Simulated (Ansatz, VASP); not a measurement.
# Cross-check of PbF2 (Fluorocronite) between VASP and Ansatz, part 2 of 2

Aim: how closely do two programs agree when they are given the same cell, functional and k mesh? The cell is taken from a series of VASP runs on this material, whose earlier steps may have relaxed, scaled or displaced it; both programs get it as it stands.

VASP 6.6.1 and Ansatz 0.2.0.

So far. Step 2 (VASP: single point, PBE with D3(BJ)): The run ends at a pressure of 0.03 GPa. Step 3 (Ansatz: single point, PBE with D3(BJ)): The run ends at a pressure of 0.24 GPa.

**5. VASP: band structure, PBE with D3(BJ)**

Level of this step: PBE with D3(BJ); plane waves and PAW (Pb_d, F) (VASP).

The same path points are solved in both programs, so levels can be compared one by one.

INCAR reads:

```
SYSTEM = PbF2
PREC = Accurate
ENCUT = 520
EDIFF = 1E-06
NELM = 100
ISMEAR = 0
SIGMA = 0.05
LREAL = .FALSE.
ALGO = Normal
GGA = PE
IVDW = 12
NBANDS = 27
LORBIT = 11
LWAVE = .FALSE.
LCHARG = .FALSE.
KPAR = 2
```

POSCAR reads:

```
PbF2
1.0
    0.0000000000      2.9779238876      2.9779238876
    2.9779238876      0.0000000000      2.9779238876
    2.9779238876      2.9779238876      0.0000000000
Pb F
1 2
Direct
    0.0000000000      0.0000000000      0.0000000000
    0.2500000000      0.2500000000      0.2500000000
    0.7500000000      0.7500000000      0.7500000000
```

KPOINTS reads:

```
Automatic mesh
0
Gamma
7 7 7
0 0 0
```

KPOINTS_OPT reads:

```
Line mode
16
Line-mode
Reciprocal
  0.00000000   0.00000000   0.00000000 GAMMA
  0.50000000   0.00000000   0.50000000 X

  0.50000000   0.00000000   0.50000000 X
  0.50000000   0.25000000   0.75000000 W

  0.50000000   0.25000000   0.75000000 W
  0.37500000   0.37500000   0.75000000 K

  0.37500000   0.37500000   0.75000000 K
  0.00000000   0.00000000   0.00000000 GAMMA

  0.00000000   0.00000000   0.00000000 GAMMA
  0.50000000   0.50000000   0.50000000 L

  0.50000000   0.50000000   0.50000000 L
  0.62500000   0.25000000   0.62500000 U

  0.62500000   0.25000000   0.62500000 U
  0.50000000   0.25000000   0.75000000 W

  0.50000000   0.25000000   0.75000000 W
  0.50000000   0.50000000   0.50000000 L

  0.50000000   0.50000000   0.50000000 L
  0.37500000   0.37500000   0.75000000 K

  0.62500000   0.25000000   0.62500000 U
  0.50000000   0.00000000   0.50000000 X
```

The projector-augmented-wave data sets are Pb_d and F (PBE family, release 64).

Launch:

```
$ mpirun -np 2 vasp_std
```

Numbers of over 12 decimals in the logs are rounded to 6 here.

What it wrote:

```text
[banner, memory and clock lines left out]
running    2 mpi-ranks, on    1 nodes
[...]
LDA part: xc-table for (Slater+PW92), standard interpolation
 POSCAR, INCAR and KPOINTS ok, starting setup
[...]
entering main loop
       N       E                     dE             d eps       ncg     rms          rms(c)
DAV:   1     0.288679497734E+03    0.28868E+03   -0.13895E+04  1096   0.117E+03
DAV:   2     0.104439924351E+02   -0.27824E+03   -0.25501E+03  1137   0.358E+02
DAV:   3    -0.155969567282E+02   -0.26041E+02   -0.25723E+02  1223   0.112E+02
DAV:   4    -0.162881880813E+02   -0.69123E+00   -0.69064E+00  1317   0.187E+01
[...]
DAV:  11    -0.143444772948E+02    0.44677E-04   -0.12457E-04  1252   0.873E-02    0.128E-02
DAV:  12    -0.143444871691E+02   -0.98742E-05   -0.35061E-05  1160   0.468E-02    0.758E-03
DAV:  13    -0.143444873408E+02   -0.17174E-06   -0.48271E-06  1191   0.190E-02
   1 F= -.14798455E+02 E0= -.14798455E+02  d E =-.126580E-10
 Start KPOINTS_OPT (optional k-point list driver)
k-point batch [1-20\160]
       N       E                     dE             ncg
DAV:   1     0.158257725036E+04   -0.10373E+05     1115
DAV:   2    -0.375701094421E+04   -0.53396E+04     1183
DAV:   3    -0.425915214112E+04   -0.50214E+03     1209
DAV:   4    -0.427272964794E+04   -0.13578E+02     1330
DAV:   5    -0.427314328450E+04   -0.41364E+00     1414
DAV:   6    -0.427316029904E+04   -0.17015E-01     1421
DAV:   7    -0.427316102367E+04   -0.72463E-03     1477
DAV:   8    -0.427316103454E+04   -0.10872E-04     1151
DAV:   9    -0.427316103485E+04   -0.30395E-06      865
[...]
k-point batch [141-160\160]
       N       E                     dE             ncg
DAV:   1     0.182236863236E+04   -0.17526E+05     1083
DAV:   2    -0.370102366784E+04   -0.55234E+04     1115
DAV:   3    -0.425899638173E+04   -0.55797E+03     1267
DAV:   4    -0.427386661891E+04   -0.14870E+02     1424
DAV:   5    -0.427429474601E+04   -0.42813E+00     1426
DAV:   6    -0.427431490680E+04   -0.20161E-01     1522
DAV:   7    -0.427431581912E+04   -0.91233E-03     1553
DAV:   8    -0.427431582284E+04   -0.37129E-05     1284
DAV:   9    -0.427431582298E+04   -0.13929E-06      991
```

Parts of OUTCAR (step 5):

```text
 Edisp (eV)   -0.45397

  Total       0.00975     0.00975     0.00975    -0.00000     0.00000    -0.00000
  in kB       0.29573     0.29573     0.29573    -0.00000     0.00000    -0.00000
  external pressure =        0.30 kB  Pullay stress =        0.00 kB

 POSITION                                       TOTAL-FORCE (eV/Angst)
 -----------------------------------------------------------------------------------
      0.00000      0.00000      0.00000        -0.000000     -0.000000      0.000000
      1.48896      1.48896      1.48896        -0.000000     -0.000000     -0.000000
      4.46689      4.46689      4.46689         0.000000      0.000000      0.000000
 -----------------------------------------------------------------------------------
    total drift:                                0.000000     -0.000000      0.000000

  FREE ENERGIE OF THE ION-ELECTRON SYSTEM (eV)
  ---------------------------------------------------
  free  energy   TOTEN  =       -14.7984551298 eV

  energy  without entropy=      -14.7984551298  energy(sigma->0) =      -14.79845513

[... 1 part as in an earlier step ...]

[... 2 further parts left out ...]
[key lines of the parts left out:]
E-fermi :   1.9207
```

Spin-orbit coupling is off here; with elements this heavy it splits and shifts levels by tenths of an eV or more.

**6. Ansatz: band structure, PBE with D3(BJ)**

The same cell, functional, mesh and smearing now go to Ansatz, which takes its cutoff from its data sets.

The cell is taken from a series of VASP runs on this material, whose earlier steps may have relaxed, scaled or displaced it; both programs get it as it stands.

input.yaml reads:

```yaml
crystal:
  lattice:
    - [0.0, 2.9779238876, 2.9779238876]
    - [2.9779238876, 0.0, 2.9779238876]
    - [2.9779238876, 2.9779238876, 0.0]
  atoms:
    - { symbol: Pb, position: [0.0, 0.0, 0.0] }
    - { symbol: F, position: [0.25, 0.25, 0.25] }
    - { symbol: F, position: [0.75, 0.75, 0.75] }
hamiltonian:
  xc: pbe
  pseudopotentials: { kind: paw }
  dispersion: d3bj
kpoints:
  mp_grid: { grid: [7, 7, 7] }
  band_path:
    path:
      - [0.0, 0.0, 0.0]
      - [0.16667, 0.0, 0.16667]
      - [0.33333, 0.0, 0.33333]
      - [0.5, 0.0, 0.5]
      - [0.5, 0.08333, 0.58333]
      - [0.5, 0.18333, 0.68333]
      - [0.5, 0.25, 0.75]
      - [0.45, 0.3, 0.75]
      - [0.40833, 0.34167, 0.75]
      - [0.35, 0.35, 0.7]
      - [0.225, 0.225, 0.45]
      - [0.075, 0.075, 0.15]
      - [0.03333, 0.03333, 0.03333]
      - [0.23333, 0.23333, 0.23333]
      - [0.4, 0.4, 0.4]
      - [0.51667, 0.46667, 0.51667]
      - [0.55833, 0.38333, 0.55833]
      - [0.60833, 0.28333, 0.60833]
      - [0.60833, 0.25, 0.64167]
      - [0.55833, 0.25, 0.69167]
      - [0.51667, 0.25, 0.73333]
      - [0.5, 0.3, 0.7]
      - [0.5, 0.38333, 0.61667]
      - [0.5, 0.48333, 0.51667]
      - [0.475, 0.475, 0.55]
      - [0.425, 0.425, 0.65]
      - [0.38333, 0.38333, 0.73333]
      - [0.59167, 0.18333, 0.59167]
      - [0.55, 0.1, 0.55]
      - [0.5, 0.0, 0.5]
    npoints: 1
scf:
  occupations: { method: gaussian, width: 0.05 }
  n_extra_bands: 7
output:
  forces: true
  stress: true
  eigenvalues: true
```

Launch:

```
$ ansatz run input.yaml --threads 2 --pin off --max-ram 4608MiB --backend cpu --events-out ev --progress --plain --runs-dir out
```

What it wrote:

```text
[...]
Crystal: 3 atoms, lattice volume = 52.817 Å³
Basis set: ecut = 420 eV, 1037 PW (Γ), exchange–correlation on 60×60×60 points (8 copies of the dense FFT grid, shifted against one another)
Bands: 21, of which v1, the nominal top of the filled ones, is band 14 counted from 1 (13 counted from 0)
Symmetry: 48 space group operations
[...]
k-points: 20 of 343
[...]
k-point 0: bands = [... 10 lower, 2.4194, 2.9119, 2.9119, 2.9119, 11.5704, 11.5704, 11.5704, 15.4168, ... 3 higher]
  k-point 1: bands = [... 10 lower, 2.3822, 2.8800, 2.8800, 3.3977, 10.9301, 11.7290, 11.7290, 16.5174, ... 3 higher]
  k-point 2: bands = [... 10 lower, 2.2996, 2.8087, 2.8087, 4.1827, 10.1782, 12.0915, 12.0915, 17.8204, ... 3 higher]
  k-point 19: bands = [... 10 lower, 2.4420, 3.2310, 3.3405, 4.7990, 10.5834, 11.0683, 12.4034, 14.9926, ... 3 higher]
[key lines of the parts left out:]
SCF converged after 6 iterations
Free energy (F): -13525.160051 eV
Fermi energy:    7.032475 eV
P = ⅓ Tr σ = 0.2371 GPa (2.371 kbar)
```

Run time: 2.4 s. Hardware: 2 threads of Arm Neoverse N1, shared host; peak memory 0.3 GiB.

**7. Side by side**

The two programs side by side:

```
                                        quantity  Ansatz   VASP  difference
                                  pressure (GPa)    0.24   0.03       +0.21
pressure without Ansatz's Pulay correction (GPa)   -0.22   0.03       -0.25
                   gap over the path points (eV)   4.421  4.418      +0.003
```

Levels at points of the path, from each program's valence-band top (eV; 4 filled, then empty):

```
k (reciprocal lattice)                                  Ansatz                                    VASP
     0.000 0.000 0.000  -2.39 -1.90 -1.90 -1.90 6.76 6.76 6.76  -2.38 -1.89 -1.89 -1.89 6.76 6.76 6.76
     0.167 0.000 0.167  -2.18 -1.75 -1.75 -1.38 5.69 7.07 7.07  -2.17 -1.75 -1.75 -1.37 5.69 7.07 7.07
     0.333 0.000 0.333  -1.73 -1.57 -1.57 -0.53 4.67 7.61 7.61  -1.72 -1.56 -1.56 -0.53 4.66 7.61 7.61
     0.500 0.000 0.500  -1.49 -1.49 -1.48 -0.14 4.42 7.84 7.84  -1.48 -1.48 -1.47 -0.14 4.42 7.85 7.85
     0.500 0.083 0.583  -1.66 -1.51 -1.46 -0.11 4.65 7.56 7.71  -1.65 -1.50 -1.45 -0.11 4.64 7.57 7.71
     0.500 0.183 0.683  -2.18 -1.54 -1.43 -0.02 5.39 6.71 7.51  -2.17 -1.53 -1.42 -0.02 5.39 6.71 7.51
     0.500 0.250 0.750   -2.58 -1.54 -1.43 0.00 6.04 6.04 7.46   -2.58 -1.53 -1.42 0.00 6.04 6.04 7.47
     0.450 0.300 0.750  -2.28 -1.56 -1.45 -0.01 5.59 6.46 7.56  -2.27 -1.55 -1.44 -0.01 5.59 6.46 7.56
     0.408 0.342 0.750  -2.06 -1.60 -1.49 -0.03 5.37 6.62 7.76  -2.05 -1.59 -1.48 -0.03 5.37 6.62 7.76
     0.350 0.350 0.700  -2.13 -1.70 -1.50 -0.02 5.62 6.35 7.82  -2.13 -1.69 -1.49 -0.02 5.61 6.35 7.82
```

Among the levels compared at these points, filled levels agree within 10 meV and empty ones within 4 meV. Ansatz's pressure holds a Pulay correction of 0.46 GPa; VASP's holds none.

**8. Results**

```yaml
difference_in_gap_on_the_k_mesh_single_point_pbe_with_d3_bj: 0.0035 eV
difference_in_gap_over_the_path_points_band_structure_pbe_with_d3_bj: 0.0033 eV
```

The difference in gap on the k mesh is 0.0035 eV (single point, PBE with D3(BJ)), within the 0.08 eV picked in this series as the mark of a large difference. How closely two codes agree says nothing of how well the functional describes the real material.

[Lines on the potential files, build, host, timing and source positions are cut from VASP's logs without a mark.]

[Logs are printed without paths, hosts, clocks, repeated set-up lines and the standing remarks that a program may print on its own settings, such as how far it seeks lower states.]

[Hosts, paths, dates, database ids (printed as entryN), source tags and the programs' standing remarks are cut or masked in the printed files.]
